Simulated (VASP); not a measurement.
Computed with AM05 GGA, VASP's PBE PAW potentials (set 64) (plane waves; VASP).

The input files of a VASP run:

KPOINTS:
```
Automatic mesh
0
Gamma
14 14 8
0 0 0
```

### INCAR
```
SYSTEM=Tc
PREC=Accurate; ENCUT=520; LREAL=.FALSE.
LASPH=.TRUE.
EDIFF=1E-6; NELM=100; ALGO=Normal
LMAXMIX=4
ISMEAR=1; SIGMA=0.1
GGA=AM
IBRION=2; NSW=60; ISIF=3
EDIFFG=-0.01
LWAVE=.FALSE.; LCHARG=.FALSE.
```

**POSCAR**
```
Tc
1
    1.3575714931    -2.3513831839    -0.0000000000
    1.3575714931     2.3513831839    -0.0000000000
   -0.0000000000     0.0000000000     4.3503727645
Tc
2
Direct
  0.3333330000   0.6666670000   0.2500000000
  0.6666670000   0.3333330000   0.7500000000
```

POTCAR, in this order: Tc_pv (PBE.64 set). Program: vasp_std.

What VASP printed:

**OUTCAR**
```
 ion  position               nearest neighbor table
   1  0.333  0.667  0.250-   2 2.68   2 2.68   2 2.68   2 2.68   2 2.68   2 2.68
   2  0.667  0.333  0.750-   1 2.68   1 2.68   1 2.68   1 2.68   1 2.68   1 2.68
  LATTYP: Found a hexagonal cell.
 ALAT       =     2.7151433178
 C/A-ratio  =     1.6022626636
 Subroutine PRICEL returns:
 Original cell was already a primitive cell.
 Subroutine GETGRP returns: Found 24 space group operations
The static configuration has the point symmetry D_3d.
 The point group associated with its full space group is D_6h.
The dynamic configuration has the point symmetry D_3d.
 Subroutine INISYM returns: Found 24 space group operations
 Subroutine IBZKPT returns following result:
 Found    120 irreducible k-points:

 Following reciprocal coordinates:
            Coordinates               Weight
  0.000000  0.000000  0.000000      1.000000
  0.071429  0.000000  0.000000      6.000000
  0.142857  0.000000  0.000000      6.000000
  0.214286  0.000000  0.000000      6.000000
  0.285714  0.000000  0.000000      6.000000
  0.357143  0.000000  0.000000      6.000000
  0.428571  0.000000  0.000000      6.000000
...
```

File OSZICAR:
```
       N       E                     dE             d eps       ncg     rms          rms(c)
DAV:   1     0.310471576201E+03    0.31047E+03   -0.16846E+04  4096   0.162E+03
DAV:   2    -0.158095371704E+02   -0.32628E+03   -0.32308E+03  4518   0.459E+02
DAV:   3    -0.235848224578E+02   -0.77753E+01   -0.75754E+01  4770   0.815E+01
DAV:   4    -0.236555502575E+02   -0.70728E-01   -0.70506E-01  4527   0.779E+00
DAV:   5    -0.236561947177E+02   -0.64446E-03   -0.64435E-03  4526   0.683E-01    0.262E+01
DAV:   6    -0.222170303926E+02    0.14392E+01   -0.33877E+00  4331   0.184E+01    0.830E+00
DAV:   7    -0.220359644443E+02    0.18107E+00   -0.68703E-01  4639   0.743E+00    0.910E-01
DAV:   8    -0.220244615710E+02    0.11503E-01   -0.12399E-02  4190   0.127E+00    0.351E-01
DAV:   9    -0.220241625614E+02    0.29901E-03   -0.67286E-04  4819   0.223E-01    0.254E-02
DAV:  10    -0.220241678578E+02   -0.52964E-05   -0.27965E-05  4289   0.464E-02    0.119E-02
DAV:  11    -0.220241677205E+02    0.13736E-06   -0.54206E-07  2224   0.820E-03
   1 F= -.22024168E+02 E0= -.22023771E+02  d E =-.220242E+02
```

OUTCAR:
```
------------------------ aborting loop because EDIFF is reached ----------------------------------------
  FORCE on cell =-STRESS in cart. coord.  units (eV):
  Direction    XX          YY          ZZ          XY          YZ          ZX
  --------------------------------------------------------------------------------------
  Total       -0.0109395     -0.0109395      0.0004142      0.0000000      0.0000000     -0.0000000
  in kB       -0.6310536     -0.6310538      0.0238945      0.0000000      0.0000000     -0.0000000
  external PRESSURE =      -0.4127376 kB  Pullay stress =       0.0000000 kB
  volume of cell :       27.77
      direct lattice vectors                 reciprocal lattice vectors
     1.357571493 -2.351383184  0.000000000     0.368304728 -0.212640799  0.000000000
     1.357571493  2.351383184  0.000000000     0.368304728  0.212640799  0.000000000
     0.000000000  0.000000000  4.350372765     0.000000000  0.000000000  0.229865360
 POSITION                                       TOTAL-FORCE (eV/Angst)
 -----------------------------------------------------------------------------------
      1.35757      0.78380      1.08759         0.000000      0.000000      0.000000
      1.35757     -0.78380      3.26278        -0.000000     -0.000000      0.000000
 -----------------------------------------------------------------------------------
    total drift:                                0.000024      0.000602     -0.000043
  FREE ENERGIE OF THE ION-ELECTRON SYSTEM (eV)
  ---------------------------------------------------
  free  energy   TOTEN  =       -22.0241677205 eV

  energy  without entropy=      -22.0229764900  energy(sigma->0) =      -22.02377064

 reached required accuracy - stopping structural energy minimisation
```
(Selected blocks of OUTCAR.)

The compound is Tc in the hcp structure. It was relaxed first. The start is the result of an earlier pass.
